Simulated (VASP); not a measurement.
Write the native input for VASP 6.6.1 that does the following.

```yaml
Task: single point
Functional: PBE
Potentials_or_basis: VASP PAW PBE potentials, release 64 (Li_sv, F)
Cutoff: 520 eV
k_mesh: 10 × 10 × 1
Occupations: fermi-dirac, width 0.05 eV
Spin: no spin polarisation
Dipole_correction: yes
Further_INCAR_settings: ALGO = Normal; EDIFF = 1e-07; NBANDS = 14
```

The structure of Li2F lies in POSCAR:

```
Li2F
1.0
    2.9438400000      0.0000000000      0.0000000000
   -1.4719200000      2.5494400000      0.0000000000
    0.0000000000      0.0000000000     28.5035300000
Li F
2 1
Direct
    0.6666700000      0.3333300000      0.2395000000
    0.3333300000      0.6666700000      0.3218400000
    0.0000000000      0.0000000000      0.2806700000
```

The cell was built by a generator and needn't be a form met in nature.

The input as run:

INCAR

```
SYSTEM = Li2F
ALGO = Normal ; DIPOL = 0.5 0.5 0.281
EDIFF = 1E-7 ; ENCUT = 520
GGA = PE ; IDIPOL = 3
ISIF = 2 ; ISMEAR = -1
LASPH = .True. ; LCHARG = .False.
LDIPOL = .True. ; LREAL = .False.
LWAVE = .False. ; NBANDS = 14
NELM = 60 ; PREC = Accurate
SIGMA = 0.05
```

KPOINTS

```
k-points
0
Gamma
  10 10 1
  0 0 0
```

Potentials or basis: VASP PAW PBE potentials, release 64 (Li_sv, F).

Launch:

```sh
$ cat potpaw_PBE.64/Li_sv/POTCAR potpaw_PBE.64/F/POTCAR > POTCAR
$ mpirun -np 1 vasp_std > vasp.out
```

Results of the run:

```yaml
Band_gap_on_the_k_mesh: none (metal or under the smearing width)
```

Caveat: an odd number of electrons without spin polarisation forces a metal; a magnetic or distorted state may lie lower.

It took 5.7 min on 1 thread of AMD EPYC 7571 (shared host), peak memory 0.33 GiB.
